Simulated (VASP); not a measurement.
Here is the system:

```
CELL_PARAMETERS angstrom
      4.99714     0.00000     0.00000
     -2.49857     4.32765     0.00000
      0.00000     0.00000     5.99456
ATOMIC_POSITIONS crystal
  Pb 0.33333 0.66667 0.25000
  Pb 0.66667 0.33333 0.75000
  S  0.33333 0.66667 0.75000
  S  0.66667 0.33333 0.25000
```

All values below come from r2SCAN meta-GGA, VASP's PBE PAW potentials (set 64) (plane waves; VASP 6.6.1). Numerical set-up: 400 eV cut-off, 6×6×4 Γ-centred mesh, tetrahedra with Blöchl corrections, potentials Pb_d S.

Unless said otherwise, spin-orbit coupling is left out, though it shifts the bands of the heavy elements here.

Question: Estimate the energy per atom (σ→0), band gap (over mesh and band path) with the smallest direct gap where there is one.

Answer: 
```json
{
 "band gap (over mesh and band path)": "1.73 eV",
 "smallest direct gap (over mesh and band path)": "1.73 eV",
 "energy per atom (σ→0)": "-32.687 eV/atom"
}
```

Total energies compare only between runs with the same potentials, cut-off and functional.

The structure was generated: PbS was put into the h-BN type (P6_3/mmc), which need not be its known phase. It was relaxed first, which changed the volume by -38 %.
